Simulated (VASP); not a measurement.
# HfN: structure and properties in VASP, part 2 of 3

Aim: relax HfN, then compute properties on the relaxed cell. The start is a cell from a database of measured crystal structures.

VASP 6.6.1; PBE with D3(BJ); plane waves and PAW (Hf_pv, N).

Still holding for the runs below: This run has no spin polarisation. Its electron count is odd, so without a moment it is a metal by construction. The k-mesh is coarse for a metal.

So far. Step 2 (Full relaxation (PBE + D3(BJ))): It ends with forces that vanish by symmetry and a pressure of 0.01 GPa. The volume lies -0.5 % from that of the database's start, which holds the thermal and zero-point expansion of its experiment. The relaxed cell has a = 4.504 Å (conventional setting).

The database entry behind the starting cell differs from later determinations by our own check (about 0.3 % short), so it need not match the best structure at ambient conditions.

## (3) Single point with fields (PBE + D3(BJ))

A single point on the relaxed cell gives a clean self-consistent state, with density, ELF and potential written out.

INCAR

```
SYSTEM = HfN
PREC = Accurate
ENCUT = 520
EDIFF = 1E-06
NELM = 100
ISMEAR = 0
SIGMA = 0.05
LREAL = .FALSE.
ALGO = Normal
GGA = PE
IVDW = 12
NBANDS = 13
LASPH = .TRUE.
LORBIT = 11
LWAVE = .FALSE.
LCHARG = .TRUE.
ISIF = 2
LELF = .TRUE.
LVHAR = .TRUE.
```

POSCAR

```
HfN
1.0
    0.0000000000      2.2519460000      2.2519460000
    2.2519460000      0.0000000000      2.2519460000
    2.2519460000      2.2519460000      0.0000000000
Hf N
1 1
Direct
    0.0000000000      0.0000000000      0.0000000000
    0.5000000000      0.5000000000      0.5000000000
```

KPOINTS

```
Automatic mesh
0
Gamma
9 9 9
0 0 0
```

The projector-augmented-wave data sets are Hf_pv and N (PBE family, release 64).

Launch:

```sh
$ mpirun -np 2 vasp_std
```

What it wrote:

```text
[banner, memory and clock lines left out]
running    2 mpi-ranks, on    1 nodes
 distrk:  each k-point on    2 cores,    1 groups
 distr:  one band on    1 cores,    2 groups

 POSCAR found type information on POSCAR HfN
 POSCAR found :  2 types and       2 ions
 LDA part: xc-table for (Slater+PW92), standard interpolation
|                                                                             |
|           W    W    AA    RRRRR   N    N  II  N    N   GGGG   !!!           |
|           W    W   A  A   R    R  NN   N  II  NN   N  G    G  !!!           |
|           W    W  A    A  R    R  N N  N  II  N N  N  G       !!!           |
|           W WW W  AAAAAA  RRRRR   N  N N  II  N  N N  G  GGG   !            |
|           WW  WW  A    A  R   R   N   NN  II  N   NN  G    G                |
|           W    W  A    A  R    R  N    N  II  N    N   GGGG   !!!           |
|                                                                             |
|     The number of bands has been changed from the values supplied in        |
|     The orbitals not found in the WAVECAR file will be initialized with     |
|     random numbers, which is usually adequate. For correlated               |
|     calculations, however, you should redo the groundstate calculation.     |
|     I found NBANDS = 13. Now, NBANDS = 14.                                  |
|                                                                             |

 POSCAR, INCAR and KPOINTS ok, starting setup
 FFT: planning ... GRIDC
 FFT: planning ... GRID_SOFT
 FFT: planning ... GRID
 WAVECAR not read
 entering main loop
       N       E                     dE             d eps       ncg     rms          rms(c)
DAV:   1     0.393173886178E+02    0.39317E+02   -0.77333E+03   980   0.101E+03
DAV:   2    -0.228051602920E+02   -0.62123E+02   -0.57768E+02  1310   0.241E+02
DAV:   3    -0.247552632465E+02   -0.19501E+01   -0.19413E+01  1094   0.348E+01
DAV:   4    -0.247630135455E+02   -0.77503E-02   -0.77496E-02  1190   0.248E+00
DAV:   5    -0.247630591817E+02   -0.45636E-04   -0.45637E-04  1088   0.165E-01    0.500E+01
DAV:   6    -0.218542096185E+02    0.29088E+01   -0.82230E+00  1070   0.222E+01    0.424E+01
DAV:   7    -0.217823475544E+02    0.71862E-01   -0.46082E-01  1208   0.601E+00    0.268E+01
DAV:   8    -0.217609780701E+02    0.21369E-01   -0.99590E-02  1142   0.275E+00    0.587E+00
DAV:   9    -0.217557866802E+02    0.51914E-02   -0.14363E-02  1136   0.968E-01    0.194E+00
DAV:  10    -0.217557050312E+02    0.81649E-04   -0.10623E-03  1306   0.311E-01    0.424E-01
DAV:  11    -0.217556745218E+02    0.30509E-04   -0.70673E-05  1142   0.836E-02    0.108E-01
DAV:  12    -0.217556725765E+02    0.19452E-05   -0.76166E-06  1312   0.235E-02    0.190E-02
DAV:  13    -0.217556723308E+02    0.24571E-06   -0.20526E-07   646   0.471E-03
   1 F= -.22535683E+02 E0= -.22534707E+02  d E =-.195017E-02
```

Run time: 7.6 s. Hardware: 2 MPI ranks of Intel Xeon Platinum 8488C (Sapphire Rapids), shared host; peak memory 0.27 GiB; 14 s of CPU time.

OUTCAR, selected parts (step 3):

```text
  LATTYP: Found a face centered cubic cell.
 ALAT       =     4.5038920000

The static configuration has the point symmetry O_h .

 Found     35 irreducible k-points:

   k-points           NKPTS =     35   k-points in BZ     NKDIM =     35   number of bands    NBANDS=     14

   ENCUT  =  520.0 eV  38.22 Ry    6.18 a.u.   5.92  5.92  5.92*2*pi/ulx,y,z

   NELECT =      15.0000    total number of electrons

 E-fermi :   8.4506

 k-point     1 :       0.0000    0.0000    0.0000
  band No.  band energies     occupation
    ...
      6       5.4319      2.00000
      7       5.4319      2.00000
      8       8.1156      2.00000
      9       8.1156      2.00000
     10       8.1156      2.00000
     11      10.3560      0.00000
     12      10.4580      0.00000
     13      10.4580      0.00000
     14      18.0546      0.00000

 k-point     2 :       0.1111    0.0000    0.0000
  band No.  band energies     occupation
    ...
      4      -8.8103      2.00000
      5       4.3339      2.00000
      6       4.7778      2.00000
      7       4.7778      2.00000
      8       8.3807      1.95207
      9       8.5152      0.06759
     10       8.5152      0.06759
     11      11.2000      0.00000
     12      11.3607      0.00000
     13      11.3607      0.00000
    ...

 Edisp (eV)   -0.78001

  Total      -0.00004    -0.00004    -0.00004    -0.00000     0.00000    -0.00000
  in kB      -0.00268    -0.00268    -0.00268    -0.00000     0.00000    -0.00000
  external pressure =       -0.00 kB  Pullay stress =        0.00 kB

  energy-cutoff  :      520.00
  volume of cell :       22.84
      direct lattice vectors                 reciprocal lattice vectors
     0.000000000  2.251946000  2.251946000    -0.222030191  0.222030191  0.222030191
     2.251946000  0.000000000  2.251946000     0.222030191 -0.222030191  0.222030191
     2.251946000  2.251946000  0.000000000     0.222030191  0.222030191 -0.222030191

 POSITION                                       TOTAL-FORCE (eV/Angst)
 -----------------------------------------------------------------------------------
      0.00000      0.00000      0.00000         0.000000     -0.000000      0.000000
      2.25195      2.25195      2.25195        -0.000000      0.000000     -0.000000
 -----------------------------------------------------------------------------------
    total drift:                                0.000000     -0.000000     -0.000000

  FREE ENERGIE OF THE ION-ELECTRON SYSTEM (eV)
  ---------------------------------------------------
  free  energy   TOTEN  =       -22.5356825851 eV

  energy  without entropy=      -22.5337324137  energy(sigma->0) =      -22.53470750

[... 4 parts as in an earlier step ...]

[... 6 further parts left out ...]
```

This step gave:

- SCF cycles: 13
- bands: 14
- pressure: -2.68e-4 GPa

Valence electrons inside each PAW sphere by angular momentum. Sphere charges, by row:

```
atom  s (e)  p (e)  d (e)  tot (e)
 Hf1  0.294  6.583  1.775    8.652
  N2  1.235  2.518      0    3.753
```

Electrostatic potential energy in the ac plane of the conventional cell at fractional y = 0.000, with atoms of Hf and N within 0.2 Å of it. With pseudopotentials it is smooth inside the atoms' cores, unlike the true potential.

Values in eV, 14 rows by 14 columns, each cell a mean:
```
-26 -23 -17 -10  -5 -22 -49 -47 -41  -8  -7 -14 -20 -25
-21 -18 -14  -8  -3  -5 -22 -28 -12  -3  -4 -11 -17 -20
-15 -13  -9  -4  -2  -3  -5  -6  -4  -2  -3  -6 -11 -14
 -7  -6  -3  -3  -4  -8 -10 -11  -9  -6  -3  -3  -4  -7
-10  -5  -2  -3  -9 -14 -17 -18 -16 -12  -6  -2  -3  -8
-46 -28  -5  -6 -13 -18 -23 -24 -21 -16  -9  -4 -12 -41
-39 -46 -10  -7 -15 -21 -26 -27 -24 -18 -11  -6 -28 -47
-47 -41  -8  -7 -14 -20 -25 -26 -23 -17 -10  -5 -22 -49
-28 -12  -3  -4 -11 -17 -20 -21 -18 -14  -8  -3  -5 -22
 -6  -4  -2  -3  -6 -11 -14 -15 -13  -9  -4  -2  -3  -5
-11  -9  -6  -3  -3  -4  -7  -7  -6  -3  -3  -4  -8 -10
-18 -16 -12  -6  -2  -3  -8 -10  -5  -2  -3  -9 -14 -17
-24 -21 -16  -9  -4 -12 -41 -46 -28  -5  -6 -13 -18 -23
-27 -24 -18 -11  -6 -28 -47 -39 -46 -10  -7 -15 -21 -26
```
Columns run along a (4.5 Å; values clipped at the 3rd and 97th percentile), rows up along c (4.5 Å), edges of the conventional cell, whose origin can differ from the input's. Atoms in or near the plane, at fractional coordinates: Hf at (0.00, 0.00), Hf at (0.50, 0.50), N at (0.50, 0.00), N at (0.00, 0.50).

Valence density in the ac plane of the conventional cell at fractional y = 0.000, with atoms of Hf and N within 0.2 Å of it. It is the smooth field of the valence electrons, not physical close to the nuclei.

Values in e/Å³, 14 rows by 14 columns, each cell a mean:
```
3.4 2.8 1.3 0.5 0.6 1.6 3.1 3.5 2.4 1.0 0.5 0.8 2.1 3.3
2.4 1.7 0.7 0.3 0.4 0.9 1.6 1.8 1.2 0.6 0.3 0.4 1.2 2.1
0.8 0.6 0.3 0.2 0.3 0.4 0.6 0.7 0.5 0.3 0.2 0.2 0.4 0.8
0.5 0.4 0.3 0.2 0.2 0.3 0.5 0.5 0.4 0.3 0.2 0.2 0.3 0.5
1.1 0.8 0.4 0.3 0.3 0.7 1.3 1.5 1.1 0.5 0.3 0.3 0.6 1.0
2.8 1.8 0.8 0.4 0.6 1.7 2.8 3.1 2.4 1.1 0.4 0.5 1.2 2.4
3.7 2.8 1.1 0.5 0.8 2.4 3.4 3.6 3.1 1.5 0.5 0.7 1.8 3.5
3.5 2.4 1.0 0.5 0.8 2.1 3.3 3.4 2.8 1.3 0.5 0.6 1.6 3.1
1.8 1.2 0.6 0.3 0.4 1.2 2.1 2.4 1.7 0.7 0.3 0.4 0.9 1.6
0.7 0.5 0.3 0.2 0.2 0.4 0.8 0.8 0.6 0.3 0.2 0.3 0.4 0.6
0.5 0.4 0.3 0.2 0.2 0.3 0.5 0.5 0.4 0.3 0.2 0.2 0.3 0.5
1.5 1.1 0.5 0.3 0.3 0.6 1.0 1.1 0.8 0.4 0.3 0.3 0.7 1.3
3.1 2.4 1.1 0.4 0.5 1.2 2.4 2.8 1.8 0.8 0.4 0.6 1.7 2.8
3.6 3.1 1.5 0.5 0.7 1.8 3.5 3.7 2.8 1.1 0.5 0.8 2.4 3.4
```
Columns run along a (4.5 Å), rows up along c (4.5 Å), edges of the conventional cell, whose origin can differ from the input's. Atoms in or near the plane, at fractional coordinates: Hf at (0.00, 0.00), Hf at (0.50, 0.50), N at (0.50, 0.00), N at (0.00, 0.50).

ELF in the ac plane of the conventional cell at fractional y = 0.000, with atoms of Hf and N within 0.2 Å of it. It is the smooth field of the valence electrons, not physical close to the nuclei.

Ten even steps from '_' (0.02) to '@' (0.79), each cell a mean:
```
__--==::**@@##++@@@@----==..
==++--..++@@@@@@@@%%--::++==
--::....--++******==::..::--
------::....::::::....::----
@@%%**--..--======::..==%%@@
%%@@%%--::++--::====::**@@@@
--%%@@----==____::==::**@@++
++@@@@----==..__--==::**@@##
@@@@%%--::++====++--..++@@@@
****==::..::----::....--++**
::::....::----------::....::
====::..==%%@@@@%%**--..--==
::====::**@@@@%%@@%%--::++--
__::==::**@@++--%%@@----==__
```
Columns run along a (4.5 Å), rows up along c (4.5 Å), edges of the conventional cell, whose origin can differ from the input's. Atoms in or near the plane, at fractional coordinates: Hf at (0.00, 0.00), Hf at (0.50, 0.50), N at (0.50, 0.00), N at (0.00, 0.50).

In this run the pressure is 0.00 GPa, small enough to go on.

## (4) Bands along the symmetry lines (PBE + D3(BJ))

Levels along the symmetry lines show where the bands peak and cross; KPOINTS_OPT computes them in the converged potential.

INCAR

```
SYSTEM = HfN
PREC = Accurate
ENCUT = 520
EDIFF = 1E-06
NELM = 100
ISMEAR = 0
SIGMA = 0.05
LREAL = .FALSE.
ALGO = Normal
GGA = PE
IVDW = 12
NBANDS = 19
LASPH = .TRUE.
LORBIT = 11
LWAVE = .FALSE.
LCHARG = .FALSE.
KPAR = 2
```

POSCAR is that of step 3.

KPOINTS is that of step 3.

KPOINTS_OPT

```
Line mode
16
Line-mode
Reciprocal
  0.00000000   0.00000000   0.00000000 GAMMA
  0.50000000   0.00000000   0.50000000 X

  0.50000000   0.00000000   0.50000000 X
  0.50000000   0.25000000   0.75000000 W

  0.50000000   0.25000000   0.75000000 W
  0.37500000   0.37500000   0.75000000 K

  0.37500000   0.37500000   0.75000000 K
  0.00000000   0.00000000   0.00000000 GAMMA

  0.00000000   0.00000000   0.00000000 GAMMA
  0.50000000   0.50000000   0.50000000 L

  0.50000000   0.50000000   0.50000000 L
  0.62500000   0.25000000   0.62500000 U

  0.62500000   0.25000000   0.62500000 U
  0.50000000   0.25000000   0.75000000 W

  0.50000000   0.25000000   0.75000000 W
  0.50000000   0.50000000   0.50000000 L

  0.50000000   0.50000000   0.50000000 L
  0.37500000   0.37500000   0.75000000 K

  0.62500000   0.25000000   0.62500000 U
  0.50000000   0.00000000   0.50000000 X
```

Launch:

```sh
$ mpirun -np 2 vasp_std
```

What it wrote:

```text
[... set-up lines as in an earlier step ...]
 entering main loop
       N       E                     dE             d eps       ncg     rms          rms(c)
DAV:   1     0.449043454441E+02    0.44904E+02   -0.71288E+03  1330   0.741E+02
DAV:   2    -0.227362853265E+02   -0.67641E+02   -0.63502E+02  1633   0.211E+02
DAV:   3    -0.247579933699E+02   -0.20217E+01   -0.20084E+01  1524   0.283E+01
DAV:   4    -0.247630496482E+02   -0.50563E-02   -0.50559E-02  1549   0.159E+00
DAV:   5    -0.247630596245E+02   -0.99763E-05   -0.99762E-05  1521   0.676E-02    0.500E+01
DAV:   6    -0.218567175017E+02    0.29063E+01   -0.61747E+00  1447   0.163E+01    0.426E+01
DAV:   7    -0.217831639087E+02    0.73554E-01   -0.38861E-01  1469   0.447E+00    0.267E+01
DAV:   8    -0.217605405556E+02    0.22623E-01   -0.83872E-02  1431   0.212E+00    0.546E+00
DAV:   9    -0.217557837828E+02    0.47568E-02   -0.10738E-02  1451   0.728E-01    0.206E+00
DAV:  10    -0.217557037123E+02    0.80071E-04   -0.77739E-04  1453   0.233E-01    0.500E-01
DAV:  11    -0.217556730380E+02    0.30674E-04   -0.52892E-05  1462   0.642E-02    0.881E-02
DAV:  12    -0.217556724760E+02    0.56197E-06   -0.66111E-06  1501   0.173E-02
   1 F= -.22535683E+02 E0= -.22534708E+02  d E =-.195027E-02
 Start KPOINTS_OPT (optional k-point list driver)
k-point batch [1-35\160]
       N       E                     dE             ncg
DAV:   1    -0.226208774769E+04   -0.20400E+05     1330
DAV:   2    -0.443165468500E+04   -0.21696E+04     1582
DAV:   3    -0.449801550496E+04   -0.66361E+02     1566
DAV:   4    -0.449819361232E+04   -0.17811E+00     1457
DAV:   5    -0.449819399663E+04   -0.38431E-03     1520
DAV:   6    -0.449819399811E+04   -0.14823E-05     1296
DAV:   7    -0.449819399820E+04   -0.85247E-07     1155
[...]
k-point batch [141-160\160]
       N       E                     dE             ncg
DAV:   1     0.710488163930E+04   -0.14734E+05      760
DAV:   2     0.586386303476E+04   -0.12410E+04      908
DAV:   3     0.582463227107E+04   -0.39231E+02      871
DAV:   4     0.582452794068E+04   -0.10433E+00      822
DAV:   5     0.582452773087E+04   -0.20980E-03      878
DAV:   6     0.582452773003E+04   -0.84304E-06      712
```

Wall time 21 s (2 MPI ranks); peak memory 0.31 GiB; 38 s of CPU time.

OUTCAR, selected parts (step 4):

```text
The static configuration has the point symmetry O_h .

 Found     35 irreducible k-points:

   k-points           NKPTS =     35   k-points in BZ     NKDIM =     35   number of bands    NBANDS=     19

   NELECT =      15.0000    total number of electrons

 E-fermi :   8.4505

 k-point     1 :       0.0000    0.0000    0.0000
  band No.  band energies     occupation
    ...
      6       5.4319      2.00000
      7       5.4319      2.00000
      8       8.1155      2.00000
      9       8.1155      2.00000
     10       8.1155      2.00000
     11      10.3559      0.00000
     12      10.4579      0.00000
     13      10.4579      0.00000
     14      18.0546      0.00000
     15      20.7215      0.00000
    ...

 k-point     2 :       0.1111    0.0000    0.0000
  band No.  band energies     occupation
    ...
      4      -8.8103      2.00000
      5       4.3339      2.00000
      6       4.7778      2.00000
      7       4.7778      2.00000
      8       8.3806      1.95208
      9       8.5151      0.06765
     10       8.5151      0.06765
     11      11.2000      0.00000
     12      11.3606      0.00000
     13      11.3606      0.00000
    ...

 Edisp (eV)   -0.78001

  Total       0.00272     0.00272     0.00272     0.00000     0.00000     0.00000
  in kB       0.19085     0.19085     0.19085     0.00000     0.00000     0.00000
  external pressure =        0.19 kB  Pullay stress =        0.00 kB

  FREE ENERGIE OF THE ION-ELECTRON SYSTEM (eV)
  ---------------------------------------------------
  free  energy   TOTEN  =       -22.5356827302 eV

  energy  without entropy=      -22.5337324579  energy(sigma->0) =      -22.53470759

[... 9 parts as in an earlier step ...]

[... 5 further parts left out ...]
```

Spin-orbit coupling is off here; with elements this heavy it splits and shifts levels by tenths of an eV or more.

Numbers from this step:

```yaml
scf_cycles: 12
bands: 19
fermi_energy: 8.450 eV
pressure: 0.01908 GPa
```

Electronic bands along the path, in eV, zero at the Fermi level; # counts the bands kept, so #1 is VASP's band 5:

```
          point     #1     #2     #3     #4     #5     #6    #7
              Γ  -3.02  -3.02  -3.02  -0.33  -0.33  -0.33  1.91
0.53 of the way  -6.85  -3.86  -3.86  -2.62   3.08   3.47  3.59
              X  -5.39  -3.83  -3.68  -3.68   4.17   5.61  5.61
0.53 of the way  -5.47  -5.18  -5.05  -1.48   3.87   5.09  5.62
              W  -6.18  -5.47  -5.47   1.15   1.15   5.63  5.65
0.47 of the way  -6.26  -5.51  -5.25  -0.12   2.59   5.36  5.80
              K  -6.35  -5.52  -4.97  -0.84   3.93   4.52  6.13
0.47 of the way  -7.30  -5.71  -4.97   1.10   1.38   3.34  3.75
              Γ  -3.02  -3.02  -3.02  -0.33  -0.33  -0.33  1.91
0.53 of the way  -6.73  -5.19  -5.19   0.72   1.57   1.57  4.96
              L  -8.92  -6.21  -6.21   3.34   3.77   3.77  4.50
0.47 of the way  -8.12  -5.89  -5.85   1.63   3.14   3.82  6.45
              U  -6.35  -5.52  -4.97  -0.84   3.93   4.52  6.13
0.47 of the way  -6.27  -5.51  -5.20  -0.28   2.80   5.27  5.86
              W  -6.18  -5.47  -5.47   1.15   1.15   5.63  5.65
0.47 of the way  -7.62  -5.73  -5.66   1.59   1.99   4.53  6.42
              L  -8.92  -6.21  -6.21   3.34   3.77   3.77  4.50
0.47 of the way  -8.12  -5.89  -5.85   1.63   3.14   3.82  6.45
              K  -6.35  -5.52  -4.97  -0.84   3.93   4.52  6.13
      jump to U  -6.35  -5.52  -4.97  -0.84   3.93   4.52  6.13
0.53 of the way  -5.43  -4.92  -4.06  -2.61   4.86   5.10  5.36
              X  -5.39  -3.83  -3.68  -3.68   4.17   5.61  5.61
```

Of the projections kept (Hf, N), the largest for each band there; the rest of the weight can lie on other orbitals:

```
point       #1       #2       #3       #4       #5       #6       #7
    Γ   N 0.91   N 0.91   N 0.91  Hf 1.00  Hf 1.00  Hf 1.00   N 0.51
    X   N 0.51  Hf 1.00   N 0.75   N 0.75  Hf 1.00  Hf 1.00  Hf 1.00
    W   N 0.61  Hf 0.53  Hf 0.53  Hf 0.70  Hf 0.70  Hf 1.00  Hf 0.84
    K  Hf 0.52  Hf 0.51   N 0.63  Hf 0.76  Hf 0.74  Hf 1.00  Hf 0.85
    Γ   N 0.91   N 0.92   N 0.91  Hf 1.00  Hf 1.00  Hf 1.00   N 0.51
    L  Hf 0.57   N 0.54   N 0.54  Hf 0.65  Hf 0.93  Hf 0.93  Hf 0.89
```

The electronic bands as a text plot (rows in eV, shown from -8.0 to 2.0 only):

```
    1.8 |*           *      *  * **         *    *   *
    1.4 |             *      *        **           **      *
    1.0 |  *          *   *  *       *            *
    0.5 | *          *        ***     *      *   *
    0.1 |                *     *    **                      *
   -0.3 |*             *        ****          * *
   -0.7 | *         *   *                      *             *
   -1.1 |  *
   -1.5 |                                                     *
   -2.0 |   *      *
   -2.4 |
   -2.8 |    **                                                *
   -3.2 |**       *              ***
   -3.6 |  **  ***              *  *                            *
   -4.0 |    **  **            **   *                          **
   -4.5 | *       *           * *   **                        *
   -4.9 |          *    *    * *               *             * *
   -5.3 |  *     ******* * ** *       *       * *****       * ***
   -5.7 |       *   *  ******* *     * *    ****** ***     ****
   -6.1 |            ***                ****    ***   *****
   -6.5 |   *  *        *     *       *       **   *         *
   -7.0 |    **          *                          *
   -7.4 |                 *  *               *              *
   -7.8 |                  **          *             *     *
         Γ       X    W  K        Γ      L     U  W     L   K|U X
```

There is no gap at this level.

[end of part 2 of 3]

[Lines on the potential files, build, host, timing and source positions are cut from VASP's logs without a mark.]

[Logs are printed without paths, hosts, clocks, repeated set-up lines and the standing remarks that a program may print on its own settings, such as how far it seeks lower states.]

[Hosts, paths, dates, database ids (printed as entryN), source tags and the programs' standing remarks are cut or masked in the printed files.]

[A measured line is paired with the nearest computed mode of its activity, which favours agreement.]
